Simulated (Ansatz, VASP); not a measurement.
## CS2NF5: VASP beside Ansatz

Aim: how closely do two programs agree when they are given the same cell, functional and k mesh? The cell is taken from a series of runs on this material, whose earlier steps may have relaxed, scaled, displaced or heated it; both programs get it as it stands.

Program: Ansatz 0.2.0. Level of theory: plane waves, with VASP 6.6.1 beside it; dielectric response at PBE. Results are calculated unless marked as measured.

### 1. The starting structure

The cell holds 18 atoms: 2 C, 4 S, 2 N and 10 F. Its edges and angles: a = 4.851 Å, b = 7.407 Å, c = 7.946 Å, α = 97.5°, β = 90.7°, γ = 91.9°. It derives from CS2NF5.

### 2. VASP: dielectric response, PBE

The response to a field tests empty states and converges slowly with the mesh.

Lines of VASP's logs that name or quote its potential files are left out, and so is its time.

INCAR

```
SYSTEM = CS2NF5
PREC = Accurate
ENCUT = 520
EDIFF = 1E-08
NELM = 120
ISMEAR = 0
SIGMA = 0.01
LREAL = .FALSE.
ALGO = Normal
GGA = PE
NBANDS = 74
LORBIT = 11
LWAVE = .FALSE.
LCHARG = .FALSE.
ISIF = 2
LEPSILON = .TRUE.
LASPH = .TRUE.
GGA_COMPAT = .FALSE.
EFERMI = MIDGAP
KPAR = 4
```

POSCAR

```
CS2NF5
1.0
    4.8510000000      0.0000000000      0.0000000000
   -0.2429962821      7.4030130222      0.0000000000
   -0.0929160701     -1.0366422871      7.8775412009
C S N F
2 4 2 10
Direct
    0.3704668563      0.5112814360      0.7789674265
    0.6295331437      0.4887185640      0.2210325735
    0.5069110792      0.6743134807      0.7030080864
    0.4930889208      0.3256865193      0.2969919136
    0.1123244275      0.1912861656      0.7728123248
    0.8876755725      0.8087138344      0.2271876752
    0.2695326305      0.3914099602      0.8545470961
    0.7304673695      0.6085900398      0.1454529039
    0.9498932602      0.2824875867      0.6277270521
    0.0501067398      0.7175124133      0.3722729479
    0.2661306003      0.0907955868      0.9117928285
    0.7338693997      0.9092044132      0.0882071715
    0.9605213198      0.9995746251      0.7012299471
    0.0394786802      0.0004253749      0.2987700529
    0.8602446410      0.2319621255      0.8990602700
    0.1397553590      0.7680378745      0.1009397300
    0.3582205304      0.1401040865      0.6410071536
    0.6417794696      0.8598959135      0.3589928464
```

KPOINTS

```
Automatic mesh
0
Gamma
4 4 4
0 0 0
```

Potentials, in the order of the species: C, S, N and F (PBE family, release 64).

On the command line:

```
mpirun -np 4 vasp_std
```

Numbers of over 12 decimals in the logs are rounded to 6 here.

The program printed:

```text
[banner, memory and clock lines left out]
running    4 mpi-ranks, on    1 nodes
 distrk:  each k-point on    1 cores,    4 groups
 distr:  one band on    1 cores,    1 groups

 POSCAR found type information on POSCAR C S N F
 POSCAR found :  4 types and      18 ions
|                                                                             |
|               ----> ADVICE to this user running VASP <----                  |
|                                                                             |
|     You have a (more or less) 'large supercell' and for larger cells it     |
|     might be more efficient to use real-space projection operators.         |
|     Therefore, try LREAL= Auto in the INCAR file.                           |
|     Mind: For very accurate calculation, you might also keep the            |
|     reciprocal projection scheme (i.e. LREAL=.FALSE.).                      |
|                                                                             |

 LDA part: xc-table for (Slater+PW92), standard interpolation
 POSCAR, INCAR and KPOINTS ok, starting setup
 FFT: planning ... GRIDC
 FFT: planning ... GRID_SOFT
 FFT: planning ... GRID
 WAVECAR not read
 entering main loop
       N       E                     dE             d eps       ncg     rms          rms(c)
DAV:   1     0.830929825416E+03    0.83093E+03   -0.59971E+04  5408   0.140E+03
DAV:   2    -0.346223220497E+02   -0.86555E+03   -0.83376E+03  6468   0.339E+02
DAV:   3    -0.971269399211E+02   -0.62505E+02   -0.61874E+02  6432   0.962E+01
DAV:   4    -0.980197661290E+02   -0.89283E+00   -0.88999E+00  6336   0.126E+01
DAV:   5    -0.980380495922E+02   -0.18283E-01   -0.18259E-01  6368   0.168E+00    0.526E+01
DAV:   6    -0.864686942623E+02    0.11569E+02   -0.32808E+01  6608   0.246E+01    0.247E+01
DAV:   7    -0.862882921820E+02    0.18040E+00   -0.50039E+00  6544   0.952E+00    0.115E+01
DAV:   8    -0.862959036790E+02   -0.76115E-02   -0.55474E-01  6320   0.303E+00    0.304E+00
DAV:   9    -0.862865729417E+02    0.93307E-02   -0.43647E-02  6368   0.112E+00    0.131E+00
DAV:  10    -0.862863810478E+02    0.19189E-03   -0.19299E-02  6344   0.668E-01    0.366E-01
DAV:  11    -0.862860948900E+02    0.28616E-03   -0.26085E-03  6336   0.326E-01    0.176E-01
DAV:  12    -0.862861436037E+02   -0.48714E-04   -0.44634E-04  6432   0.940E-02    0.820E-02
DAV:  13    -0.862861545095E+02   -0.10906E-04   -0.11193E-04  6288   0.655E-02    0.164E-02
DAV:  14    -0.862861563737E+02   -0.18642E-05   -0.13699E-05  6448   0.209E-02    0.856E-03
DAV:  15    -0.862861569400E+02   -0.56627E-06   -0.34061E-06  6336   0.102E-02    0.430E-03
DAV:  16    -0.862861569614E+02   -0.21379E-07   -0.37262E-07  6590   0.479E-03    0.167E-03
DAV:  17    -0.862861569439E+02    0.17495E-07   -0.18364E-07  6360   0.290E-03    0.934E-04
DAV:  18    -0.862861569499E+02   -0.60099E-08   -0.24843E-08  4700   0.901E-04
   1 F= -.86286157E+02 E0= -.86286157E+02  d E =0.000000E+00
 Linear response reoptimize wavefunctions to high precision
DAV:   1    -0.862861569392E+02    0.10645E-07   -0.57964E-09  4088   0.389E-04
DAV:   2    -0.862861569394E+02   -0.19281E-09   -0.10782E-09  3640   0.135E-04
DAV:   3    -0.862861569394E+02    0.21828E-10   -0.19146E-10  3528   0.499E-05
 Linear response G [H, r] |phi>, progress :
  Direction:   1
       N       E                     dE             d eps       ncg     rms
RMM:   1    -0.435209594594E+03   -0.43521E+03    0.29628E+02 13080   0.109E+02
RMM:   2    -0.397149312142E+03    0.38060E+02   -0.41988E+01  8861   0.242E+01
RMM:   3    -0.397461127098E+03   -0.31181E+00   -0.87926E-01  9272   0.310E+00
RMM:   4    -0.397474901905E+03   -0.13775E-01   -0.24083E-02  9447   0.490E-01
RMM:   5    -0.397475243185E+03   -0.34128E-03   -0.13334E-03  9580   0.941E-02
RMM:   6    -0.397475264786E+03   -0.21601E-04   -0.77396E-05  9913   0.209E-02
RMM:   7    -0.397475265203E+03   -0.41702E-06   -0.23601E-05 10385   0.843E-03
RMM:   8    -0.397475265592E+03   -0.38912E-06    0.64206E-05 10567   0.636E-03
RMM:   9    -0.397475265514E+03    0.78361E-07    0.42452E-05 10584   0.608E-03
RMM:  10    -0.397475265587E+03   -0.73036E-07   -0.22585E-05 10700   0.605E-03
RMM:  11    -0.397475266042E+03   -0.45505E-06    0.49526E-05 10861   0.604E-03
 Linear response G [H, r] |phi>, progress :
  Direction:   2
       N       E                     dE             d eps       ncg     rms
RMM:   1    -0.455883577990E+03   -0.45588E+03    0.32200E+01 13571   0.108E+02
RMM:   2    -0.397229164241E+03    0.58654E+02   -0.45353E+01  8786   0.252E+01
RMM:   3    -0.397561536030E+03   -0.33237E+00   -0.97830E-01  9315   0.324E+00
RMM:   4    -0.397578405043E+03   -0.16869E-01   -0.24446E-02  9571   0.510E-01
RMM:   5    -0.397578776333E+03   -0.37129E-03   -0.13478E-03  9670   0.972E-02
[...]
RMM:   2    -0.396930759623E+03    0.35986E+02   -0.41968E+01  8889   0.243E+01
RMM:   3    -0.397257538310E+03   -0.32678E+00   -0.89821E-01  9248   0.312E+00
RMM:   4    -0.397272453027E+03   -0.14915E-01   -0.25994E-02  9435   0.496E-01
RMM:   5    -0.397272856952E+03   -0.40393E-03   -0.15113E-03  9527   0.958E-02
RMM:   6    -0.397272885711E+03   -0.28758E-04   -0.10374E-04  9851   0.214E-02
RMM:   7    -0.397272885778E+03   -0.67061E-07   -0.31203E-05 10372   0.857E-03
[...]
RMM:   1    -0.123612193359E+01   -0.12361E+01   -0.42714E+00 10800   0.339E+00
RMM:   2    -0.129722358629E+01   -0.61102E-01   -0.45365E-02  8977   0.712E-01
RMM:   3    -0.129781808849E+01   -0.59450E-03   -0.12135E-03  9325   0.871E-02
RMM:   4    -0.129784270117E+01   -0.24613E-04   -0.52284E-05  9436   0.157E-02
RMM:   5    -0.129784380055E+01   -0.10994E-05   -0.32071E-06  9412   0.311E-03
RMM:   6    -0.129784386000E+01   -0.59443E-07   -0.41413E-07  9152   0.828E-04
RMM:   7    -0.129784386464E+01   -0.46471E-08   -0.23816E-07  8412   0.400E-04
RMM:   8    -0.129784386517E+01   -0.52420E-09   -0.22437E-07  7717   0.330E-04
RMM:   9    -0.129784386531E+01   -0.14481E-09   -0.20704E-07  7480   0.320E-04
RMM:  10    -0.129784386549E+01   -0.17698E-09   -0.56543E-08  7519   0.318E-04
 change of polarisation eV/A/(eV/A) component  3 :    -0.538    -1.114     2.596
 dielectric tensor                  component  3 :    -0.344    -0.712     2.660
 Linear response to external field, progress :
  Direction:   1
       N       E                     dE             d eps       ncg     rms          rms(c)
RMM:   1    -0.124574270135E+01   -0.12457E+01   -0.44680E+00 10857   0.336E+00
RMM:   2    -0.130995864501E+01   -0.64216E-01   -0.44631E-02  8893   0.700E-01    0.474E+00
RMM:   3    -0.975211032229E+00    0.33475E+00   -0.69683E-01  8985   0.238E+00    0.164E+00
RMM:   4    -0.951765696532E+00    0.23445E-01   -0.81866E-02  9150   0.773E-01    0.787E-01
RMM:   5    -0.967180875431E+00   -0.15415E-01   -0.21892E-02  9266   0.413E-01    0.251E-01
RMM:   6    -0.979037265915E+00   -0.11856E-01   -0.37353E-03  9314   0.145E-01    0.127E-01
RMM:   7    -0.987614509796E+00   -0.85772E-02   -0.14840E-03  9112   0.922E-02    0.610E-02
RMM:   8    -0.989665560419E+00   -0.20511E-02   -0.31253E-04  9232   0.323E-02    0.187E-02
RMM:   9    -0.990104133786E+00   -0.43857E-03   -0.15813E-04  9380   0.107E-02    0.629E-03
RMM:  10    -0.990135668237E+00   -0.31534E-04   -0.65959E-05  9409   0.364E-03    0.252E-03
RMM:  11    -0.990100169844E+00    0.35498E-04   -0.61478E-05  9422   0.159E-03    0.771E-04
RMM:  12    -0.990075145615E+00    0.25024E-04   -0.50097E-05  9371   0.105E-03    0.258E-04
RMM:  13    -0.990063269532E+00    0.11876E-04   -0.43454E-05  9432   0.459E-04    0.903E-05
RMM:  14    -0.990063028238E+00    0.24129E-06   -0.61492E-05  9149   0.338E-04    0.331E-05
RMM:  15    -0.990061285592E+00    0.17426E-05   -0.54173E-05  8684   0.318E-04    0.111E-05
RMM:  16    -0.990060426218E+00    0.85937E-06   -0.43320E-05  8450   0.310E-04    0.950E-06
 change of polarisation eV/A/(eV/A) component  1 :     1.809     0.561    -0.175
 dielectric tensor                  component  1 :     2.157     0.359    -0.112
 Linear response to external field, progress :
  Direction:   2
       N       E                     dE             d eps       ncg     rms          rms(c)
RMM:   1    -0.218987702730E+01   -0.21899E+01   -0.11274E+01 11072   0.374E+00
RMM:   2    -0.230474122341E+01   -0.11486E+00   -0.80087E-02  8996   0.773E-01    0.840E+00
RMM:   3    -0.149281360892E+01    0.81193E+00   -0.13970E+00  8915   0.300E+00    0.276E+00
RMM:   4    -0.141365453172E+01    0.79159E-01   -0.19561E-01  9063   0.112E+00    0.126E+00
RMM:   5    -0.141943175168E+01   -0.57772E-02   -0.24748E-02  9375   0.464E-01    0.344E-01
RMM:   6    -0.142910716041E+01   -0.96754E-02   -0.53852E-03  9356   0.190E-01    0.195E-01
RMM:   7    -0.143894131422E+01   -0.98342E-02   -0.37882E-03  9149   0.153E-01    0.112E-01
RMM:   8    -0.144095827712E+01   -0.20170E-02   -0.70701E-04  9169   0.604E-02    0.257E-02
RMM:   9    -0.144092784871E+01    0.30428E-04   -0.45204E-04  9460   0.155E-02    0.106E-02
RMM:  10    -0.144081452670E+01    0.11332E-03   -0.38947E-04  9325   0.625E-03    0.371E-03
RMM:  11    -0.144068617085E+01    0.12836E-03   -0.31819E-04  9369   0.317E-03    0.117E-03
RMM:  12    -0.144063447222E+01    0.51699E-04   -0.27250E-04  9358   0.125E-03    0.403E-04
RMM:  13    -0.144061245594E+01    0.22016E-04   -0.24186E-04  9530   0.544E-04    0.160E-04
RMM:  14    -0.144060052003E+01    0.11936E-04   -0.16292E-04  9434   0.362E-04    0.502E-05
RMM:  15    -0.144060476644E+01   -0.42464E-05   -0.20391E-04  8801   0.313E-04    0.221E-05
RMM:  16    -0.144060037593E+01    0.43905E-05   -0.13961E-04  8780   0.303E-04    0.121E-05
RMM:  17    -0.144059501148E+01    0.53644E-05   -0.88949E-05  8425   0.296E-04    0.491E-06
 change of polarisation eV/A/(eV/A) component  2 :     0.561     2.651    -0.367
 dielectric tensor                  component  2 :     0.359     2.696    -0.235
 Linear response to external field, progress :
  Direction:   3
       N       E                     dE             d eps       ncg     rms          rms(c)
RMM:   1    -0.123612193359E+01   -0.12361E+01   -0.42714E+00 10800   0.339E+00
RMM:   2    -0.129722359299E+01   -0.61102E-01   -0.45365E-02  8977   0.711E-01    0.384E+00
RMM:   3    -0.939260968344E+00    0.35796E+00   -0.83912E-01  9003   0.268E+00    0.160E+00
RMM:   4    -0.919787270227E+00    0.19474E-01   -0.81933E-02  9119   0.791E-01    0.668E-01
RMM:   5    -0.937303919798E+00   -0.17517E-01   -0.28159E-02  9196   0.494E-01    0.238E-01
RMM:   6    -0.949599675138E+00   -0.12296E-01   -0.28539E-03  9361   0.148E-01    0.125E-01
RMM:   7    -0.957208174646E+00   -0.76085E-02   -0.69911E-04  9168   0.792E-02    0.386E-02
RMM:   8    -0.958860043124E+00   -0.16519E-02   -0.10078E-04  9305   0.206E-02    0.172E-02
RMM:   9    -0.959512766544E+00   -0.65272E-03   -0.27370E-05  9179   0.105E-02    0.370E-03
RMM:  10    -0.959533095353E+00   -0.20329E-04   -0.83556E-06  9531   0.277E-03    0.158E-03
RMM:  11    -0.959529189294E+00    0.39061E-05   -0.22591E-06  9282   0.198E-03    0.577E-04
RMM:  12    -0.959515621137E+00    0.13568E-04    0.74082E-07  9595   0.806E-04    0.317E-04
RMM:  13    -0.959509359341E+00    0.62618E-05   -0.31648E-07  9485   0.450E-04    0.150E-04
RMM:  14    -0.959506078983E+00    0.32804E-05   -0.59559E-06  9448   0.360E-04    0.723E-05
RMM:  15    -0.959505814160E+00    0.26482E-06    0.69735E-07  9055   0.325E-04    0.249E-05
RMM:  16    -0.959506381946E+00   -0.56779E-06    0.25737E-07  8685   0.311E-04    0.109E-05
RMM:  17    -0.959506613493E+00   -0.23155E-06   -0.43362E-07  8274   0.306E-04    0.435E-06
 change of polarisation eV/A/(eV/A) component  3 :    -0.175    -0.367     1.754
 dielectric tensor                  component  3 :    -0.112    -0.235     2.122
 Born effective charges drift removed
```

OUTCAR, selected parts (step 2):

```text
ion  position               nearest neighbor table
   1  0.370  0.511  0.779-   7 1.23   3 1.55
   2  0.630  0.489  0.221-   8 1.23   4 1.55
   3  0.507  0.674  0.703-   1 1.55
   4  0.493  0.326  0.297-   2 1.55
   5  0.112  0.191  0.773-  11 1.60  15 1.60  13 1.61  17 1.62   9 1.62   7 1.69
   6  0.888  0.809  0.227-  12 1.60  16 1.60  14 1.61  18 1.62  10 1.62   8 1.69
   7  0.270  0.391  0.855-   1 1.23   5 1.69
   8  0.730  0.609  0.145-   2 1.23   6 1.69
   9  0.950  0.282  0.628-   5 1.62
  10  0.050  0.718  0.372-   6 1.62
  11  0.266  0.091  0.912-   5 1.60
  12  0.734  0.909  0.088-   6 1.60
  13  0.961  1.000  0.701-   5 1.61
  14  0.039  0.000  0.299-   6 1.61
  15  0.860  0.232  0.899-   5 1.60
  16  0.140  0.768  0.101-   6 1.60
  17  0.358  0.140  0.641-   5 1.62
  18  0.642  0.860  0.359-   6 1.62

  LATTYP: Found a triclinic cell.
 ALAT       =     8.7199942701
 B/A-ratio  =     0.5563077050
 C/A-ratio  =     0.9112391309
 COS(alpha) =     0.0116934395
 COS(beta)  =     0.1169366745
 COS(gamma) =     0.5284411406

 Subroutine GETGRP returns: Found  2 space group operations
 (whereof  2 operations were pure point group operations)

The static configuration has the point symmetry S_2 .

 Found     36 irreducible k-points:

   k-points           NKPTS =     36   k-points in BZ     NKDIM =     36   number of bands    NBANDS=     74

   dimension x,y,z NGX =    36 NGY =   56 NGZ =   60
   dimension x,y,z NGXF=    72 NGYF=  112 NGZF=  120

   ENCUT  =  520.0 eV  38.22 Ry    6.18 a.u.   9.02 13.77 14.77*2*pi/ulx,y,z

   NELECT =     112.0000    total number of electrons

 k-points in reciprocal lattice and weights: Automatic mesh
   0.00000000  0.00000000  0.00000000       0.016
   0.25000000 -0.00000000  0.00000000       0.031
   0.50000000 -0.00000000  0.00000000       0.016
   0.00000000  0.25000000  0.00000000       0.031
   0.25000000  0.25000000  0.00000000       0.031
   0.50000000  0.25000000  0.00000000       0.031
  -0.25000000  0.25000000  0.00000000       0.031
   0.00000000  0.50000000  0.00000000       0.016
   0.25000000  0.50000000  0.00000000       0.031
[...]
0.25000000  0.50000000  0.50000000       0.031
   0.50000000  0.50000000  0.50000000       0.016

 average (electrostatic) potential at core
       1 -55.9095       2 -55.9095       3 -91.0335       4 -91.0335       5 -97.9692
       6 -97.9692       7 -69.0145       8 -69.0145       9 -80.6857      10 -80.6857
      11 -80.7617      12 -80.7617      13 -80.6661      14 -80.6661      15 -80.7728
      16 -80.7728      17 -80.7050      18 -80.7050

  Total        2.2849307      1.3766841      2.1139537     -0.2972280      0.0236552     -0.0275214
  in kB       12.9405621      7.7967644     11.9722445     -1.6833324      0.1339699     -0.1558659
  external PRESSURE =      10.9031903 kB  Pullay stress =       0.0000000 kB

  energy-cutoff  :      520.00
  volume of cell :      282.90
      direct lattice vectors                 reciprocal lattice vectors
     4.851000000  0.000000000  0.000000000     0.206143063  0.006766434  0.003321896
    -0.242996282  7.403013022  0.000000000     0.000000000  0.135080135  0.017775823
    -0.092916070 -1.036642287  7.877541201     0.000000000  0.000000000  0.126943163

 POSITION                                       TOTAL-FORCE (eV/Angst)
 -----------------------------------------------------------------------------------
      1.60052      2.97751      6.13635         0.169941      0.352508     -0.155282
      2.91457      3.38886      1.74119        -0.169941     -0.352508      0.155282
      2.22985      4.26318      5.53798        -0.113189     -0.233674      0.109594
      2.28524      2.10319      2.33957         0.113189      0.233674     -0.109594
      0.42660      0.61496      6.08786         0.092689      0.180967      0.113550
      4.08849      5.75141      1.78968        -0.092689     -0.180967     -0.113550
      1.13299      2.01175      6.73173        -0.092968     -0.171515      0.000737
      3.38210      4.35462      1.14581         0.092968      0.171515     -0.000737
      4.48096      1.44053      4.94495        -0.060599      0.049971     -0.082006
      0.03412      4.92584      2.93260         0.060599     -0.049971      0.082006
      1.18422     -0.27304      7.18269         0.046274     -0.068496      0.069187
      3.33087      6.63941      0.69486        -0.046274      0.068496     -0.069187
      4.35144      6.67294      5.52397        -0.037595     -0.078681     -0.033162
      0.16365     -0.30657      2.35357         0.037595      0.078681      0.033162
      4.03314      0.78521      7.08238        -0.083865      0.005294      0.062476
      0.48194      5.58116      0.79516         0.083865     -0.005294     -0.062476
      1.64412      0.37270      5.04956         0.083361     -0.031600     -0.080432
      2.87096      5.99367      2.82798        -0.083361      0.031600      0.080432
 -----------------------------------------------------------------------------------
    total drift:                               -0.000000      0.000000     -0.000000

 MACROSCOPIC STATIC DIELECTRIC TENSOR (including local field effects in DFT)
 ------------------------------------------------------
           2.157230     0.359070    -0.111793
           0.359071     2.695586    -0.234664
          -0.111793    -0.234665     2.121634
 ------------------------------------------------------

 PIEZOELECTRIC TENSOR (including local field effects)  for field in x, y, z        (C/m^2)
          XX          YY          ZZ          XY          YZ          ZX
  --------------------------------------------------------------------------------
  x     0.00000     0.00000     0.00000     0.00000     0.00000     0.00000
  y     0.00000     0.00000     0.00000     0.00000     0.00000     0.00000
  z     0.00000     0.00000     0.00000     0.00000     0.00000     0.00000

 BORN EFFECTIVE CHARGES (including local field effects) (in |e|, cummulative output)
 ---------------------------------------------------------------------------------
 ion    1
    1     0.54497     0.95731    -0.71749
    2     0.99143     1.99405    -1.47772
    3    -0.44038    -0.90948     0.59157
 ion    2
    1     0.54497     0.95731    -0.71749
    2     0.99143     1.99405    -1.47772
    3    -0.44038    -0.90948     0.59157
 ion    3
    1    -0.05498    -0.42827     0.20901
    2    -0.45476    -0.68403     0.45533
    3     0.18749     0.39049     0.00889
 ion    4
    1    -0.05498    -0.42827     0.20901
    2    -0.45476    -0.68403     0.45533
    3     0.18749     0.39049     0.00889
 ion    5
    1     4.17422     0.70647     0.24907
    2     0.60687     5.22799     0.46126
    3    -0.21383    -0.40852     3.56951
 ion    6
    1     4.17422     0.70647     0.24907
    2     0.60687     5.22799     0.46126
    3    -0.21383    -0.40852     3.56951
 ion    7
    1    -0.86700    -0.87974     0.50927
    2    -0.88292    -2.15335     1.06511
    3     0.22064     0.43940    -0.81971
 ion    8
    1    -0.86700    -0.87974     0.50927
    2    -0.88292    -2.15335     1.06511
    3     0.22064     0.43940    -0.81971
 ion    9
    1    -0.80656     0.08217    -0.42160
    2    -0.09241    -0.75868    -0.04781
    3    -0.21996     0.22261    -0.73217
 ion   10
    1    -0.80656     0.08217    -0.42160
    2    -0.09241    -0.75868    -0.04781
    3    -0.21996     0.22261    -0.73217
 ion   11
    1    -0.62693     0.03259    -0.21819
    2     0.06480    -0.96709     0.22734
    3    -0.18951     0.34246    -0.76909
 ion   12
    1    -0.62693     0.03259    -0.21819
    2     0.06480    -0.96709     0.22734
    3    -0.18951     0.34246    -0.76909
 ion   13
    1    -0.61904    -0.30661    -0.12363
    2    -0.30496    -1.09717    -0.24567
    3    -0.03636    -0.06387    -0.47331
 ion   14
    1    -0.61904    -0.30661    -0.12363
[...]
2     0.15270    -0.85018    -0.36618
    3     0.31316    -0.04135    -0.69297
```

[end of part 1 of 2]

[Lines on the potential files, build, host, timing and source positions are cut from VASP's logs without a mark.]

[Logs are printed without paths, hosts, clocks, repeated set-up lines and the standing remarks that a program may print on its own settings, such as how far it seeks lower states.]

[Hosts, paths, dates, database ids (printed as entryN), source tags and the programs' standing remarks are cut or masked in the printed files.]
